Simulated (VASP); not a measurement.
NaHF$_{2}$ (space group R-3m): the band gap from VASP (plane waves, PAW) at several levels of theory. Gaps are without spin-orbit coupling. Each level names its cell: its own relaxed one, PBE's, or the starting one. A gap is the smallest over the k-mesh and a band path; hybrids may have named points in place of the path, and GW has the mesh alone.

```json
[
 {"level": "PBEsol (own cell)", "band gap (eV)": "6.92"},
 {"level": "r2SCAN (own cell)", "band gap (eV)": "7.85"}
]
```

The cell of the PBEsol (own cell) run:

```
NaF2H
1.0
    1.72006     0.99308     4.61702
   -1.72006     0.99308     4.61702
    0.00000    -1.98615     4.61702
Na H F
1 1 2
Direct
  0.00000   0.00000   0.00000
  0.50000   0.50000   0.50000
  0.58258   0.58258   0.58258
  0.41742   0.41742   0.41742
```

Only levels that ran to the end are used. Left out are those held back, those with too coarse a band path, GW runs whose mesh misses a band edge, hybrids' fits of cells that aren't cubic and levels without matching references; a question may draw on a part of the rest.

The structure comes from a computed database's NaHF2 entry (R-3m); how it stands against other phases isn't given here.
